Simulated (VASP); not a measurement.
Output of a VASP run:

OUTCAR:
```
 ion  position               nearest neighbor table
   1  0.000  0.000  0.000-
  LATTYP: Found a body centered cubic cell.
 ALAT       =     4.5800000000
 Subroutine PRICEL returns:
 Original cell was already a primitive cell.
 Subroutine GETGRP returns: Found 48 space group operations
The static configuration has the point symmetry O_h .
The dynamic configuration has the point symmetry O_h .
 Subroutine INISYM returns: Found 48 space group operations
 Subroutine IBZKPT returns following result:
 Found     47 irreducible k-points:

 Following reciprocal coordinates:
            Coordinates               Weight
  0.000000  0.000000  0.000000      1.000000
  0.100000  0.000000  0.000000     12.000000
  0.200000  0.000000  0.000000     12.000000
  0.300000  0.000000  0.000000     12.000000
  0.400000  0.000000  0.000000     12.000000
  0.500000  0.000000  0.000000      6.000000
  0.100000  0.100000  0.000000     24.000000
  0.200000  0.100000 -0.000000     48.000000
  0.300000  0.100000  0.000000     48.000000
  0.400000  0.100000  0.000000     48.000000
  0.200000  0.200000  0.000000     24.000000
  0.300000  0.200000  0.000000     48.000000
  0.400000  0.200000  0.000000     24.000000
  0.300000  0.300000  0.000000     24.000000
  0.100000  0.100000  0.100000      8.000000
  0.200000  0.100000  0.100000     24.000000
  0.300000  0.100000  0.100000     24.000000
  0.400000  0.100000  0.100000     12.000000
 -0.100000  0.100000  0.100000      6.000000
  0.200000  0.200000  0.100000     24.000000
  0.300000  0.200000  0.100000     48.000000
 -0.200000  0.200000  0.100000     24.000000
  0.300000  0.300000  0.100000      8.000000
 -0.300000  0.300000  0.100000     24.000000
 -0.200000  0.300000  0.100000     24.000000
 -0.400000  0.400000  0.100000     24.000000
 -0.300000  0.400000  0.100000     48.000000
  0.500000  0.500000  0.100000     12.000000
 -0.400000  0.500000  0.100000     48.000000
 -0.300000  0.500000  0.100000     24.000000
 -0.400000 -0.400000  0.100000     24.000000
  0.200000  0.200000  0.200000      8.000000
  0.300000  0.200000  0.200000     12.000000
 -0.200000  0.200000  0.200000      6.000000
 -0.300000  0.300000  0.200000     24.000000
 -0.400000  0.400000  0.200000     24.000000
 -0.300000  0.400000  0.200000     24.000000
  0.500000  0.500000  0.200000     12.000000
 -0.400000  0.500000  0.200000     48.000000
 -0.400000 -0.400000  0.200000      8.000000
   k-points           NKPTS =     47   k-points in BZ     NKDIM =     47   number of bands    NBANDS=      8
   number of dos      NEDOS =    301   number of ions     NIONS =      1
   total plane-waves  NPLWV =  27000
   dimension x,y,z NGX =    30 NGY =   30 NGZ =   30
   dimension x,y,z NGXF=    60 NGYF=   60 NGZF=   60
   ions per type =               1
   PREC   = accura    normal or accurate (medium, high low for compatibility)
   ISTART =      0    job   : 0-new  1-cont  2-samecut
   ICHARG =      2    charge: 1-file 2-atom 10-const
   ISPIN  =      1    spin polarized calculation?
   LNONCOLLINEAR =      F non collinear calculations
   LSORBIT =      F    spin-orbit coupling
   INIWAV =      1    electr: 0-lowe 1-rand  2-diag
   ENCUT  =  520.0 eV  38.22 Ry    6.18 a.u.   7.37  7.37  7.37*2*pi/ulx,y,z
   NELM   =    100;   NELMIN=  2; NELMDL= -5     # of ELM steps
   EDIFF  = 0.1E-05   stopping-criterion for ELM
   LREAL  =      F    real-space projection
   NLSPLINE    = F    spline interpolate recip. space projectors
   LMAXMIX     =    6 max onsite mixed and CHGCAR
   VOSKOWN=      0    Vosko Wilk Nusair interpolation
   EDIFFG = -.1E-01   stopping-criterion for IOM
   NSW    =     60    number of steps for IOM
   NBLOCK =      1;   KBLOCK =     60    inner block; outer block
   IBRION =      2    ionic relax: 0-MD 1-quasi-New 2-CG
   NFREE  =      1    steps in history (QN), initial steepest desc. (CG)
...
```

File OSZICAR:
```
       N       E                     dE             d eps       ncg     rms          rms(c)
DAV:   1     0.983307868009E+01    0.98331E+01   -0.37410E+03   784   0.804E+02
DAV:   2    -0.163748357558E+01   -0.11471E+02   -0.11318E+02  1040   0.112E+02
DAV:   3    -0.182907834636E+01   -0.19159E+00   -0.18621E+00  1128   0.107E+01
DAV:   4    -0.183046698764E+01   -0.13886E-02   -0.13885E-02  1120   0.116E+00
DAV:   5    -0.183047386551E+01   -0.68779E-05   -0.68779E-05  1128   0.731E-02    0.641E+00
DAV:   6    -0.184203466373E+01   -0.11561E-01   -0.15035E-03  1184   0.404E-01    0.382E+00
DAV:   7    -0.184852367990E+01   -0.64890E-02   -0.37022E-03  1160   0.605E-01    0.562E-02
DAV:   8    -0.184855986892E+01   -0.36189E-04   -0.11041E-04  1248   0.895E-02    0.140E-02
DAV:   9    -0.184856632485E+01   -0.64559E-05   -0.73389E-06  1192   0.220E-02    0.532E-03
DAV:  10    -0.184856611648E+01    0.20836E-06   -0.15929E-06  1056   0.100E-02
   1 F= -.20932681E+01 E0= -.20931622E+01  d E =-.209327E+01
       N       E                     dE             d eps       ncg     rms          rms(c)
DAV:   1    -0.202383865505E+01   -0.17527E+00   -0.35767E+00   832   0.195E+01    0.168E+00
DAV:   2    -0.190880170475E+01    0.11504E+00   -0.11386E-01  1136   0.335E+00    0.910E-01
DAV:   3    -0.186024161094E+01    0.48560E-01   -0.14339E-01  1160   0.359E+00    0.420E-01
DAV:   4    -0.186014270508E+01    0.98906E-04   -0.10838E-03   920   0.296E-01    0.205E-01
DAV:   5    -0.186015743410E+01   -0.14729E-04   -0.31968E-04  1152   0.147E-01    0.147E-02
DAV:   6    -0.186015315467E+01    0.42794E-05   -0.10463E-05  1208   0.286E-02    0.415E-03
DAV:   7    -0.186015342609E+01   -0.27142E-06   -0.22162E-07   472   0.380E-03
   2 F= -.21240299E+01 E0= -.21240363E+01  d E =-.307618E-01
       N       E                     dE             d eps       ncg     rms          rms(c)
DAV:   1    -0.199531516061E+01   -0.13516E+00   -0.31448E+00   816   0.186E+01    0.159E+00
DAV:   2    -0.189467556100E+01    0.10064E+00   -0.10098E-01  1136   0.318E+00    0.853E-01
DAV:   3    -0.185270476442E+01    0.41971E-01   -0.12470E-01  1152   0.340E+00    0.394E-01
DAV:   4    -0.185263709216E+01    0.67672E-04   -0.10067E-03   896   0.279E-01    0.173E-01
DAV:   5    -0.185265052651E+01   -0.13434E-04   -0.25942E-04  1136   0.141E-01    0.162E-02
DAV:   6    -0.185264590317E+01    0.46233E-05   -0.98483E-06  1208   0.282E-02    0.373E-03
DAV:   7    -0.185264618442E+01   -0.28124E-06   -0.21036E-07   408   0.376E-03
   3 F= -.21360257E+01 E0= -.21359384E+01  d E =-.427576E-01
       N       E                     dE             d eps       ncg     rms          rms(c)
DAV:   1    -0.185500806489E+01   -0.23622E-02   -0.14162E-01   856   0.394E+00    0.335E-01
DAV:   2    -0.185054133122E+01    0.44667E-02   -0.44884E-03  1128   0.677E-01    0.179E-01
DAV:   3    -0.184867433190E+01    0.18670E-02   -0.56112E-03  1136   0.727E-01    0.839E-02
DAV:   4    -0.184867689230E+01   -0.25604E-05   -0.50989E-05   968   0.635E-02    0.349E-02
DAV:   5    -0.184868074118E+01   -0.38489E-05   -0.11637E-05  1136   0.307E-02    0.366E-03
DAV:   6    -0.184868015003E+01    0.59115E-06   -0.32495E-07   472   0.555E-03
   4 F= -.21364006E+01 E0= -.21362660E+01  d E =-.431325E-01
```

### OUTCAR
```
------------------------ aborting loop because EDIFF is reached ----------------------------------------
 Edisp (eV)   -0.28772
  FORCE on cell =-STRESS in cart. coord.  units (eV):
  Direction    XX          YY          ZZ          XY          YZ          ZX
  --------------------------------------------------------------------------------------
  Total       0.00040     0.00040     0.00040     0.00000    -0.00000    -0.00000
  in kB       0.01577     0.01577     0.01577     0.00000    -0.00000    -0.00000
  external pressure =        0.02 kB  Pullay stress =        0.00 kB
  volume of cell :       40.86
      direct lattice vectors                 reciprocal lattice vectors
    -2.169748831  2.169748831  2.169748831     0.000000000  0.230441419  0.230441419
     2.169748831 -2.169748831  2.169748831     0.230441419  0.000000000  0.230441419
     2.169748831  2.169748831 -2.169748831     0.230441419  0.230441419  0.000000000
 POSITION                                       TOTAL-FORCE (eV/Angst)
 -----------------------------------------------------------------------------------
      2.16975      2.16975      2.16975         0.000000      0.000000     -0.000000
 -----------------------------------------------------------------------------------
    total drift:                                0.000000      0.000000      0.000000
  FREE ENERGIE OF THE ION-ELECTRON SYSTEM (eV)
  ---------------------------------------------------
  free  energy   TOTEN  =        -2.1364006152 eV

  energy  without entropy=       -2.1359967021  energy(sigma->0) =       -2.13626598

 reached required accuracy - stopping structural energy minimisation
```
(Selected blocks of OUTCAR.)

**POSCAR**
```
Eu
1
   -2.2900000000     2.2900000000     2.2900000000
    2.2900000000    -2.2900000000     2.2900000000
    2.2900000000     2.2900000000    -2.2900000000
Eu
1
Direct
  0.0000000000   0.0000000000   0.0000000000
```

Problem. Write an INCAR and KPOINTS that could have produced this output.

Solution. This is not unique; one that fits is the input of the run itself, PBE GGA with D3 dispersion (Becke-Johnson damping), plane waves, VASP's PBE PAW potentials (set 64).

**INCAR**
```
NSW = 60   # most ionic steps
ISMEAR = 1
NELM = 100   # most electronic steps
ISIF = 3
LWAVE = .FALSE.
ALGO = Normal
LASPH = .TRUE.
IVDW = 12
IBRION = 2   # conjugate gradients
PREC = Accurate
EDIFF = 1E-6
LCHARG = .FALSE.
SIGMA = 0.1
LMAXMIX = 6
SYSTEM = Eu
LREAL = .FALSE.   # projection in real space or not
EDIFFG = -0.01   # ionic stop
GGA = PE   # PBE
ENCUT = 520   # plane-wave cut-off (eV)
```

KPOINTS:
```
Automatic mesh
0
Gamma
10 10 10
0 0 0
```

POTCAR, in this order: Eu_2 (PBE.64 set). Program: vasp_std.

The 4f electrons are frozen in the core of the lanthanide potential, so 4f levels, which can set the real gap, and their magnetism are missing. Energy and stress use the plane-wave basis of the starting cell.

The compound is Eu in the bcc structure. This run relaxes it. Symmetry was kept, so distortions that lower it aren't found.
